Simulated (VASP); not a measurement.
VASP ran on this input.

### POSCAR
```
Ba
1
   -2.5100000000     2.5100000000     2.5100000000
    2.5100000000    -2.5100000000     2.5100000000
    2.5100000000     2.5100000000    -2.5100000000
Ba
1
Direct
  0.0000000000   0.0000000000   0.0000000000
```

**INCAR**
```
AGGAC = 0.0
ALGO = Normal
EDIFF = 1E-6
EDIFFG = -0.01
ENCUT = 520
GGA = MK
IBRION = 2
ISIF = 3
ISMEAR = 1
LASPH = .TRUE.
LCHARG = .FALSE.
LMAXMIX = 4
LREAL = .FALSE.
LUSE_VDW = .TRUE.
LWAVE = .FALSE.
NELM = 100
NSW = 60
PARAM1 = 0.1234
PARAM2 = 1.0
PREC = Accurate
SIGMA = 0.1
SYSTEM = Ba
```

File KPOINTS:
```
Automatic mesh
0
Gamma
9 9 9
0 0 0
```

POTCAR, in this order: Ba_sv (PBE.64 set). Program: vasp_std.

**Question.** Translate this optB86b-vdW calculation to Quantum ESPRESSO's pw.x.

**Answer.** One equivalent input (not run):
```
&CONTROL
  calculation = 'vc-relax'
  pseudo_dir = './pseudo'
  outdir = './out'
  tprnfor = .true.
  tstress = .true.
  nstep = 60
  forc_conv_thr = 0.00039
/
&SYSTEM
  ibrav = 0
  nat = 1
  ntyp = 1
  ecutwfc = 56.6
  occupations = 'smearing'
  smearing = 'methfessel-paxton'
  degauss = 0.00735
  input_dft = 'vdw-df-ob86'
/
&ELECTRONS
  conv_thr = 7.3e-08
  electron_maxstep = 100
/
&IONS
/
&CELL
/
ATOMIC_SPECIES
  Ba 137.327 Ba.upf
CELL_PARAMETERS angstrom
    -2.5100000    2.5100000    2.5100000
     2.5100000   -2.5100000    2.5100000
     2.5100000    2.5100000   -2.5100000
ATOMIC_POSITIONS crystal
  Ba   0.0000000  0.0000000  0.0000000
K_POINTS automatic
  9 9 9 0 0 0
```
Limits of the translation: the potentials are each code's own (VASP's PAW set, PseudoDojo norm-conserving files in pw.x), so ENCUT and ecutwfc are chosen apart and not converted; conv_thr bounds pw.x's estimated SCF error, while EDIFF bounds the energy change between steps; forc_conv_thr acts on force components and is met together with etot_conv_thr.

The compound is Ba in the bcc structure. This run relaxes it. Symmetry was kept, so distortions that lower it aren't found.
